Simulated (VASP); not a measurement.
Consider the following.

```
YN
1.0
    0.00000     2.44817     2.44817
    2.44817     0.00000     2.44817
    2.44817     2.44817     0.00000
Y N
1 1
Direct
  0.00000   0.00000   0.00000
  0.50000   0.50000   0.50000
```

All values below come from r2SCAN meta-GGA, VASP's PBE PAW potentials (set 64) (plane waves; VASP 6.6.1). Numerical set-up: 600 eV cut-off, 8×8×8 Γ-centred mesh, Gaussian smearing of 0.050 eV, potentials Y_sv N.

Each row applies one change to this cell, which was relaxed at other settings and keeps the small stress of the first row; at a fixed cut-off the stress holds a Pulay part, so it need not integrate to ΔE exactly. Stress is in GPa, positive when the cell is compressed; gaps are those on the k-mesh, and 0.00 means metallic.

```csv
change,ΔE (meV/atom),σxx,σyy,σzz,"largest shear component, with its sign (GPa)",largest force (eV/Å),gap (eV)
none,0.0,0.05,0.05,0.05,0.00,0.000,0.59
atom 2 (N) moved by 0.100 Å along y,___,___,___,___,___,___,___
isotropic strain of +0.5 %,1.6,-2.42,-2.42,-2.42,0.00,0.000,0.62
biaxial strain of -1.0 % in the yz plane,4.3,1.84,4.57,4.57,0.00,0.000,0.54
uniaxial strain of +1.5 % along x,___,___,___,___,___,___,___
shear strain γ_yz = +3.0 %,5.4,-0.04,0.11,0.11,-3.96,0.000,0.52
isotropic strain of -2.0 %,30.6,11.76,11.76,11.76,0.00,0.000,0.48
atom 1 (Y) moved by 0.150 Å along z,14.0,-0.56,-0.56,3.91,0.00,0.467,0.76
biaxial strain of +1.5 % in the yz plane,7.9,-2.50,-5.70,-5.70,0.00,0.000,0.57
```

Question: What belongs in the gaps?

Answer: 
- atom 2 (N) moved by 0.100 Å along y, ΔE (meV/atom): 5.2
- atom 2 (N) moved by 0.100 Å along y, σxx: -0.27
- atom 2 (N) moved by 0.100 Å along y, σyy: 1.74
- atom 2 (N) moved by 0.100 Å along y, σzz: -0.27
- atom 2 (N) moved by 0.100 Å along y, largest shear component, with its sign (GPa): 0.00
- atom 2 (N) moved by 0.100 Å along y, largest force (eV/Å): 0.245
- atom 2 (N) moved by 0.100 Å along y, gap (eV): 0.67
- uniaxial strain of +1.5 % along x, ΔE (meV/atom): 3.1
- uniaxial strain of +1.5 % along x, σxx: -4.53
- uniaxial strain of +1.5 % along x, σyy: -1.22
- uniaxial strain of +1.5 % along x, σzz: -1.22
- uniaxial strain of +1.5 % along x, largest shear component, with its sign (GPa): 0.00
- uniaxial strain of +1.5 % along x, largest force (eV/Å): 0.000
- uniaxial strain of +1.5 % along x, gap (eV): 0.59

Failed runs are left out, and for metals the shear rows, which the mesh's noise covers.

The compound is YN in the rock salt structure.
